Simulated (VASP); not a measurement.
Here is a VASP 6.6.1 calculation.

Contents of POSCAR:

```
Zr
1.0
    3.1834320000      0.0000000000      0.0000000000
   -1.5917160000      2.7569330000      0.0000000000
    0.0000000000      0.0000000000      5.1176250000
Zr
2
Direct
    0.3333333000      0.6666667000      0.2500000000
    0.6666667000      0.3333333000      0.7500000000
```

Contents of INCAR.step1:

```
SYSTEM = Zr
PREC = Accurate
ENCUT = 520
EDIFF = 1E-6
ISMEAR = 0
SIGMA = 0.1
LREAL = .FALSE.
LASPH = .TRUE.
NELM = 100
ALGO = Normal
ISIF = 2
LWAVE = .FALSE.
LCHARG = .TRUE.
MAGMOM = 0 0 0 0 0 0
LORBIT = 11
LSORBIT = .TRUE.
GGA_COMPAT = .FALSE.
LMAXMIX = 4
GGA = PS
NBANDS = 36
```

KPOINTS.step1

```
Automatic mesh
0
G
  15 15 8
  0 0 0
```

Contents of INCAR.step2:

```
SYSTEM = Zr
PREC = Accurate
ENCUT = 520
EDIFF = 1E-6
ISMEAR = 0
SIGMA = 0.05
LREAL = .FALSE.
LASPH = .TRUE.
NELM = 100
ALGO = Normal
ISIF = 2
LWAVE = .FALSE.
LCHARG = .FALSE.
MAGMOM = 0 0 0 0 0 0
LORBIT = 11
LSORBIT = .TRUE.
GGA_COMPAT = .FALSE.
LMAXMIX = 4
GGA = PS
NBANDS = 36
ICHARG = 11
```

Contents of KPOINTS.step2:

```
path GMKGALHA,LM,KH
10
line-mode
reciprocal
 0.0000000000  0.0000000000  0.0000000000  G
 0.5000000000  0.0000000000  0.0000000000  M

 0.5000000000  0.0000000000  0.0000000000  M
 0.3333333333  0.3333333333  0.0000000000  K

 0.3333333333  0.3333333333  0.0000000000  K
 0.0000000000  0.0000000000  0.0000000000  G

 0.0000000000  0.0000000000  0.0000000000  G
 0.0000000000  0.0000000000  0.5000000000  A

 0.0000000000  0.0000000000  0.5000000000  A
 0.5000000000  0.0000000000  0.5000000000  L

 0.5000000000  0.0000000000  0.5000000000  L
 0.3333333333  0.3333333333  0.5000000000  H

 0.3333333333  0.3333333333  0.5000000000  H
 0.0000000000  0.0000000000  0.5000000000  A

 0.5000000000  0.0000000000  0.5000000000  L
 0.5000000000  0.0000000000  0.0000000000  M

 0.3333333333  0.3333333333  0.0000000000  K
 0.3333333333  0.3333333333  0.5000000000  H
```

Potentials or basis: VASP PAW PBE potentials, release 64 (Zr_sv).

The run is started by

```console
$ cat potpaw_PBE.64/Zr_sv/POTCAR > POTCAR
$ cp INCAR.step1 INCAR
$ cp KPOINTS.step1 KPOINTS
$ mpirun -np 1 vasp_ncl > vasp.out
$ cp INCAR.step2 INCAR
$ cp KPOINTS.step2 KPOINTS
$ mpirun -np 1 vasp_ncl > vasp.out
```

(1) Estimate the net moment.

Results:

(1) 0.00 μB per cell.
